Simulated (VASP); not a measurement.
Computed with r2SCAN meta-GGA, VASP's PBE PAW potentials (set 64) (plane waves; VASP 6.6.1).

VASP input:

### KPOINTS
```
Regular mesh
0
G
 15 15 15
```

File POSCAR:
```
Nb
2.8903360
 -0.5773502092   0.5773502092   0.5773502092
  0.5773502092  -0.5773502092   0.5773502092
  0.5773502092   0.5773502092  -0.5773502092
Nb
1
Cartesian
  0.0000000000   0.0000000000   0.0000000000
```

**INCAR**
```
! general
SYSTEM  = Nb
PREC    = Accurate
ENCUT   = 520   ! plane-wave cut-off (eV)
LREAL   = .FALSE.   ! projection in real space or not
LASPH   = .TRUE.   ! aspherical one-centre terms

! electronic loop
EDIFF   = 1E-7   ! SCF stop (eV)
NELM    = 100
ALGO    = Normal   ! blocked Davidson
LMAXMIX = 4
LMIXTAU = .TRUE.

! smearing
ISMEAR  = 1   ! Methfessel-Paxton
SIGMA   = 0.1

! functional
METAGGA = R2SCAN

! ions
ISIF    = 2

! output
LWAVE   = .FALSE.
LCHARG  = .FALSE.
```

POTCAR, in this order: Nb_sv (PBE.64 set). Program: vasp_std.

The resulting files:

### OSZICAR
```
       N       E                     dE             d eps       ncg     rms          rms(c)
DAV:   1     0.101845854413E+03    0.10185E+03   -0.76215E+03  2424   0.132E+03
DAV:   2    -0.252732793311E+02   -0.12712E+03   -0.12427E+03  2608   0.463E+02
DAV:   3    -0.312330905541E+02   -0.59598E+01   -0.56405E+01  3804   0.827E+01
DAV:   4    -0.315693702491E+02   -0.33628E+00   -0.32951E+00  3330   0.176E+01
DAV:   5    -0.315864568576E+02   -0.17087E-01   -0.17035E-01  3866   0.302E+00    0.100E+01
DAV:   6    -0.240395396692E+02    0.75469E+01   -0.46284E+00  3542   0.320E+01    0.132E+00
DAV:   7    -0.250731925606E+02   -0.10337E+01   -0.31989E-01  3102   0.664E+00    0.114E+00
DAV:   8    -0.244248689568E+02    0.64832E+00   -0.66581E-01  3682   0.108E+01    0.136E+00
DAV:   9    -0.248227499207E+02   -0.39788E+00   -0.43544E-01  2718   0.674E+00    0.649E-01
DAV:  10    -0.248326893847E+02   -0.99395E-02   -0.19543E-02  3108   0.158E+00    0.154E-01
DAV:  11    -0.248297603562E+02    0.29290E-02   -0.98209E-03  2484   0.160E+00    0.115E-01
DAV:  12    -0.248318990248E+02   -0.21387E-02   -0.25407E-03  2484   0.726E-01    0.895E-02
DAV:  13    -0.248320785390E+02   -0.17951E-03   -0.16192E-04  3628   0.145E-01    0.619E-02
DAV:  14    -0.248320954604E+02   -0.16921E-04   -0.40136E-05  3294   0.921E-02    0.473E-02
DAV:  15    -0.248321397845E+02   -0.44324E-04   -0.15208E-04  3564   0.163E-01    0.307E-02
DAV:  16    -0.248321250160E+02    0.14768E-04   -0.29981E-05  3768   0.640E-02    0.140E-02
DAV:  17    -0.248321260012E+02   -0.98518E-06   -0.80147E-06  3740   0.362E-02    0.650E-03
DAV:  18    -0.248321252473E+02    0.75390E-06   -0.68777E-07  2636   0.109E-02    0.184E-03
DAV:  19    -0.248321250032E+02    0.24413E-06   -0.11452E-07  1570   0.525E-03    0.109E-03
DAV:  20    -0.248321248388E+02    0.16434E-06   -0.63241E-08  1350   0.373E-03    0.283E-04
DAV:  21    -0.248321248233E+02    0.15590E-07   -0.19424E-08  1304   0.214E-03
   1 F= -.24832125E+02 E0= -.24831576E+02  d E =-.164727E-02
```

**OUTCAR**
```
------------------------ aborting loop because EDIFF is reached ----------------------------------------
  FORCE on cell =-STRESS in cart. coord.  units (eV):
  Direction    XX          YY          ZZ          XY          YZ          ZX
  --------------------------------------------------------------------------------------
  Total       -0.5923527     -0.5923527     -0.5923527      0.0000000     -0.0000000      0.0000000
  in kB      -51.0584944    -51.0584944    -51.0584944      0.0000000     -0.0000000      0.0000000
  external PRESSURE =     -51.0584944 kB  Pullay stress =       0.0000000 kB
  volume of cell :       18.59
      direct lattice vectors                 reciprocal lattice vectors
    -1.668736094  1.668736094  1.668736094     0.000000000  0.299627965  0.299627965
     1.668736094 -1.668736094  1.668736094     0.299627965  0.000000000  0.299627965
     1.668736094  1.668736094 -1.668736094     0.299627965  0.299627965  0.000000000
 POSITION                                       TOTAL-FORCE (eV/Angst)
 -----------------------------------------------------------------------------------
      0.00000      0.00000      0.00000         0.000000      0.000000      0.000000
 -----------------------------------------------------------------------------------
    total drift:                               -0.000000      0.000000      0.000000
  FREE ENERGIE OF THE ION-ELECTRON SYSTEM (eV)
  ---------------------------------------------------
  free  energy   TOTEN  =       -24.8321248233 eV

  energy  without entropy=      -24.8304775494  energy(sigma->0) =      -24.83157573
```
(Selected blocks of OUTCAR.)

The compound is Nb in the bcc structure. This cell is one point of a volume scan, at 1.03 of the reference volume.
